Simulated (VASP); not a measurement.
Write the native input for VASP 6.6.1 that does the following.

| Item | Value |
| --- | --- |
| Task | density of states |
| Functional | r2SCAN |
| Potentials or basis | VASP PAW PBE potentials, release 64 (W_sv, Au) |
| Cutoff | 520 eV |
| k mesh | 8 × 8 × 8 |
| Occupations | tetrahedron |
| Spin | no spin polarisation |
| Hubbard terms | Au d U = 2 eV, W d U = 2 eV |
| Further INCAR settings | ALGO = Normal; EDIFF = 1e-06; NBANDS = 20 |

The structure of WAu lies in POSCAR:

```
WAu
1.0
    0.0000000000      2.9092100000      2.9092100000
    2.9092100000      0.0000000000      2.9092100000
    2.9092100000      2.9092100000      0.0000000000
W Au
1 1
Direct
    0.0000000000      0.0000000000      0.0000000000
    0.7500000000      0.7500000000      0.7500000000
```

The cell was built by a generator and needn't be a form met in nature.

These files were run (other wordings do the same):

INCAR

```
  PREC = Accurate
  ENCUT = 520
  EDIFF = 1E-6
  ISMEAR = -5
  SIGMA = 0.05
  LREAL = F
  LASPH = T
  NELM = 100
  ALGO = Normal
  ISIF = 2
  LWAVE = F
  LCHARG = F
  LMAXMIX = 4
  LDAU = T
  LDAUTYPE = 2
  LDAUL = 2 2
  LDAUU = 2 2
  LDAUJ = 0 0
  LDAUPRINT = 1
  METAGGA = R2SCAN
  LMIXTAU = T
  LORBIT = 10
  NBANDS = 20
  NEDOS = 1001
```

KPOINTS

```
Automatic mesh
0
Gamma
  8 8 8
```

Potentials or basis: VASP PAW PBE potentials, release 64 (W_sv, Au).

Command:

```console
$ cat potpaw_PBE.64/W_sv/POTCAR potpaw_PBE.64/Au/POTCAR > POTCAR
$ mpirun -np 1 vasp_std > vasp.out
```

It gave:

| Property | Result |
| --- | --- |
| Pressure | -2.1 GPa |
| Band gap on the k mesh | none (metal or under the smearing width) |
| Valence electrons inside the program's atomic spheres | W 11.74; Au 10.04 |

Caveat: the PAW data sets were made with another functional, which shifts forces and pressure a little; U without spin polarisation on a metal has little footing; the U is typed as a test and isn't derived for this compound; tetrahedron occupations give inexact forces and stress in metals.

Run time: 72 s on 1 thread of Intel(R) Xeon(R) 6975P-C (Granite Rapids) (shared host), peak memory 0.2 GiB.
